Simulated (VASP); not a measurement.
Calculation: LDA (Ceperley-Alder, Perdew-Zunger), VASP's LDA PAW potentials (set 64) (plane waves; VASP).

A VASP calculation is set up with these files.

KPOINTS:
```
Automatic mesh
0
Gamma
14 14 7
0 0 0
```

**INCAR**
```
LREAL = .FALSE.   # projection in real space or not
LWAVE = .FALSE.
SYSTEM = Cd
LMAXMIX = 4
PREC = Accurate
LCHARG = .FALSE.
PSTRESS = 50
NELM = 100   # most electronic steps
IBRION = 2   # conjugate gradients
EDIFFG = -0.02   # ionic stop
NSW = 40   # most ionic steps
ALGO = Normal
SIGMA = 0.1
ENCUT = 500
ISMEAR = 1
ISIF = 3
LASPH = .TRUE.   # aspherical one-centre terms
EDIFF = 1E-6   # SCF stop (eV)
```

### POSCAR
```
Cd
1.0
  1.4740927101  -2.5532037555   0.0000000000
  1.4740927101   2.5532037555   0.0000000000
  0.0000000000   0.0000000000   5.3197929873
Cd
2
Cartesian
  1.4740927101   0.8510696206   1.3299482468
  1.4740927101  -0.8510696206   3.9898447405
```

POTCAR, in this order: Cd (LDA.64 set). Program: vasp_std.

The resulting files:

OSZICAR:
```
       N       E                     dE             d eps       ncg     rms          rms(c)
DAV:   1     0.168751186471E+03    0.16875E+03   -0.13360E+04  3072   0.149E+03
DAV:   2     0.214584151100E+00   -0.16854E+03   -0.16495E+03  3128   0.379E+02
DAV:   3    -0.320473793738E+01   -0.34193E+01   -0.34157E+01  3816   0.640E+01
DAV:   4    -0.320882074780E+01   -0.40828E-02   -0.40827E-02  3632   0.199E+00
DAV:   5    -0.320883187913E+01   -0.11131E-04   -0.11131E-04  3888   0.983E-02    0.560E+00
DAV:   6    -0.305478792251E+01    0.15404E+00   -0.38889E-01  3296   0.851E+00    0.427E+00
DAV:   7    -0.303753244856E+01    0.17255E-01   -0.38645E-02  3656   0.199E+00    0.184E+00
DAV:   8    -0.303514853025E+01    0.23839E-02   -0.42296E-03  3432   0.100E+00    0.989E-02
DAV:   9    -0.303515635231E+01   -0.78221E-05   -0.15798E-05  4016   0.517E-02    0.395E-02
DAV:  10    -0.303516308016E+01   -0.67278E-05   -0.53029E-06  3472   0.297E-02    0.261E-03
DAV:  11    -0.303516307147E+01    0.86898E-08   -0.89215E-08  2008   0.352E-03
   1 F= -.17854957E+01 E0= -.17856484E+01  d E =-.178550E+01
       N       E                     dE             d eps       ncg     rms          rms(c)
DAV:   1    -0.577620030330E+01   -0.27410E+01   -0.51913E+01  3072   0.980E+01    0.108E+01
DAV:   2    -0.309175556442E+01    0.26844E+01   -0.83521E+00  3080   0.438E+01    0.264E+00
DAV:   3    -0.297479182460E+01    0.11696E+00   -0.29975E-01  3840   0.611E+00    0.187E+00
DAV:   4    -0.294667466295E+01    0.28117E-01   -0.23192E-02  3368   0.114E+00    0.466E-01
DAV:   5    -0.294563581530E+01    0.10388E-02   -0.13934E-03  3784   0.254E-01    0.131E-01
DAV:   6    -0.294574858807E+01   -0.11277E-03   -0.87831E-05  3408   0.765E-02    0.309E-02
DAV:   7    -0.294575228562E+01   -0.36975E-05   -0.16633E-06  3128   0.101E-02    0.352E-03
DAV:   8    -0.294575229893E+01   -0.13314E-07   -0.44507E-08  1880   0.272E-03
   2 F= -.18073939E+01 E0= -.18072287E+01  d E =-.218982E-01
       N       E                     dE             d eps       ncg     rms          rms(c)
DAV:   1    -0.338945882756E+01   -0.44371E+00   -0.77074E+00  3072   0.401E+01    0.477E+00
DAV:   2    -0.303410694788E+01    0.35535E+00   -0.93220E-01  3088   0.144E+01    0.167E+00
DAV:   3    -0.300931387349E+01    0.24793E-01   -0.44641E-02  3600   0.280E+00    0.136E+00
DAV:   4    -0.300310285962E+01    0.62110E-02   -0.41255E-03  3408   0.538E-01    0.199E-01
DAV:   5    -0.300302394038E+01    0.78919E-04   -0.18134E-04  3600   0.120E-01    0.756E-02
DAV:   6    -0.300304145367E+01   -0.17513E-04   -0.90065E-05  3944   0.128E-01    0.398E-02
DAV:   7    -0.300303655301E+01    0.49007E-05   -0.23625E-05  3320   0.701E-02    0.425E-03
DAV:   8    -0.300303657499E+01   -0.21977E-07   -0.12649E-07  1688   0.313E-03
   3 F= -.18232287E+01 E0= -.18231790E+01  d E =-.377330E-01
       N       E                     dE             d eps       ncg     rms          rms(c)
DAV:   1    -0.300207229106E+01    0.96426E-03   -0.81255E-03  3080   0.128E+00    0.144E-01
DAV:   2    -0.300168397721E+01    0.38831E-03   -0.10665E-03  3128   0.493E-01    0.465E-02
DAV:   3    -0.300165980266E+01    0.24175E-04   -0.49089E-05  3656   0.892E-02    0.372E-02
DAV:   4    -0.300165427495E+01    0.55277E-05   -0.50715E-06  3152   0.182E-02    0.316E-03
DAV:   5    -0.300165427119E+01    0.37603E-08   -0.12072E-07  1664   0.377E-03
   4 F= -.18232164E+01 E0= -.18231620E+01  d E =-.377207E-01
       N       E                     dE             d eps       ncg     rms          rms(c)
DAV:   1    -0.301011828035E+01   -0.84640E-02   -0.38082E-01  3224   0.580E+00    0.477E-01
DAV:   2    -0.300408746409E+01    0.60308E-02   -0.56735E-03  3224   0.111E+00    0.254E-01
DAV:   3    -0.300167695995E+01    0.24105E-02   -0.32644E-03  3376   0.585E-01    0.953E-02
DAV:   4    -0.300160082312E+01    0.76137E-04   -0.45543E-04  3608   0.247E-01    0.452E-02
DAV:   5    -0.300159903064E+01    0.17925E-05   -0.25225E-05  3584   0.694E-02    0.186E-02
DAV:   6    -0.300159767714E+01    0.13535E-05   -0.56096E-06  3280   0.334E-02    0.271E-03
DAV:   7    -0.300159764175E+01    0.35399E-07   -0.10525E-07  1632   0.378E-03
   5 F= -.18248088E+01 E0= -.18245987E+01  d E =-.159244E-02
       N       E                     dE             d eps       ncg     rms          rms(c)
DAV:   1    -0.307732802768E+01   -0.75730E-01   -0.34533E+00  3240   0.175E+01    0.144E+00
DAV:   2    -0.302274566386E+01    0.54582E-01   -0.50676E-02  3240   0.325E+00    0.769E-01
DAV:   3    -0.300060962509E+01    0.22136E-01   -0.29681E-02  3336   0.181E+00    0.276E-01
DAV:   4    -0.300004789986E+01    0.56173E-03   -0.40540E-03  3600   0.751E-01    0.135E-01
DAV:   5    -0.300003117432E+01    0.16726E-04   -0.18799E-04  3552   0.190E-01    0.501E-02
DAV:   6    -0.300002114480E+01    0.10030E-04   -0.50045E-05  3408   0.997E-02    0.573E-03
DAV:   7    -0.300002100209E+01    0.14271E-06   -0.47981E-07  1776   0.674E-03
   6 F= -.18284428E+01 E0= -.18284244E+01  d E =-.522645E-02
       N       E                     dE             d eps       ncg     rms          rms(c)
DAV:   1    -0.299993934494E+01    0.81800E-04   -0.76712E-03  3224   0.828E-01    0.683E-02
DAV:   2    -0.299981670060E+01    0.12264E-03   -0.11926E-04  3240   0.166E-01    0.365E-02
DAV:   3    -0.299976851946E+01    0.48181E-04   -0.62203E-05  3408   0.826E-02    0.141E-02
DAV:   4    -0.299976664189E+01    0.18776E-05   -0.93354E-06  3560   0.346E-02    0.645E-03
DAV:   5    -0.299976659542E+01    0.46477E-07   -0.48656E-07  1640   0.978E-03
   7 F= -.18284422E+01 E0= -.18283997E+01  d E =-.522582E-02
       N       E                     dE             d eps       ncg     rms          rms(c)
DAV:   1    -0.301615833562E+01   -0.16392E-01   -0.19670E-01  3096   0.627E+00    0.710E-01
DAV:   2    -0.300700566612E+01    0.91527E-02   -0.24991E-02  3128   0.238E+00    0.235E-01
DAV:   3    -0.300639924465E+01    0.60642E-03   -0.11633E-03  3624   0.436E-01    0.188E-01
DAV:   4    -0.300625342756E+01    0.14582E-03   -0.13093E-04  3312   0.976E-02    0.172E-02
DAV:   5    -0.300625315595E+01    0.27161E-06   -0.41645E-06  3184   0.243E-02
   8 F= -.18283016E+01 E0= -.18282428E+01  d E =0.140616E-03
       N       E                     dE             d eps       ncg     rms          rms(c)
DAV:   1    -0.300694286144E+01   -0.68943E-03   -0.10682E-01  3088   0.460E+00    0.515E-01
DAV:   2    -0.300195569404E+01    0.49872E-02   -0.13796E-02  3128   0.177E+00    0.164E-01
DAV:   3    -0.300163617701E+01    0.31952E-03   -0.63729E-04  3672   0.319E-01    0.130E-01
DAV:   4    -0.300156182865E+01    0.74348E-04   -0.73233E-05  3320   0.735E-02    0.113E-02
DAV:   5    -0.300156178353E+01    0.45116E-07   -0.21727E-06  2720   0.184E-02
   9 F= -.18284817E+01 E0= -.18284347E+01  d E =-.394444E-04
```

File OUTCAR:
```
------------------------ aborting loop because EDIFF is reached ----------------------------------------
  FORCE on cell =-STRESS in cart. coord.  units (eV):
  Direction    XX          YY          ZZ          XY          YZ          ZX
  --------------------------------------------------------------------------------------
  Total        1.1586510      1.1586513      1.1676208      0.0000000      0.0000000      0.0000000
  in kB       49.3849895     49.3850036     49.7673082      0.0000000      0.0000000      0.0000000
  external PRESSURE =      -0.4875662 kB  Pullay stress =      50.0000000 kB
  volume of cell :       37.59
      direct lattice vectors                 reciprocal lattice vectors
     1.458721110 -2.526579437  0.000000000     0.342766000 -0.197896014  0.000000000
     1.458721110  2.526579437  0.000000000     0.342766000  0.197896014  0.000000000
    -0.000000000  0.000000000  5.099563845    -0.000000000  0.000000000  0.196095202
 POSITION                                       TOTAL-FORCE (eV/Angst)
 -----------------------------------------------------------------------------------
      1.45872      0.84219      1.27489         0.000000      0.000000      0.000000
      1.45872     -0.84219      3.82467        -0.000000     -0.000000      0.000000
 -----------------------------------------------------------------------------------
    total drift:                               -0.000013      0.000178      0.000002
  FREE ENERGIE OF THE ION-ELECTRON SYSTEM (eV)
  ---------------------------------------------------
  free  energy   TOTEN  =        -3.0015617835 eV

  energy  without entropy=       -3.0014210492  energy(sigma->0) =       -3.00151487
  enthalpy is  TOTEN    =        -1.8284816597 eV   P V=        1.1730801239

 reached required accuracy - stopping structural energy minimisation
```
(Selected blocks of OUTCAR.)

**CONTCAR**
```
Cd
   1.00000000000000
     1.4587211103395170   -2.5265794374829165    0.0000000000000000
     1.4587211103395170    2.5265794374829165    0.0000000000000000
    -0.0000000000000000    0.0000000000000000    5.0995638452881424
  Cd
     2
Direct
     0.3333330000000032    0.6666669999999968    0.2500000000000000
     0.6666669999999968    0.3333330000000032    0.7500000000000000
```

Energy and stress use the plane-wave basis of the starting cell.

The compound is Cd in the hcp structure. This run relaxes it under an external pressure of 5 GPa. Symmetry was kept, so distortions that lower it aren't found.
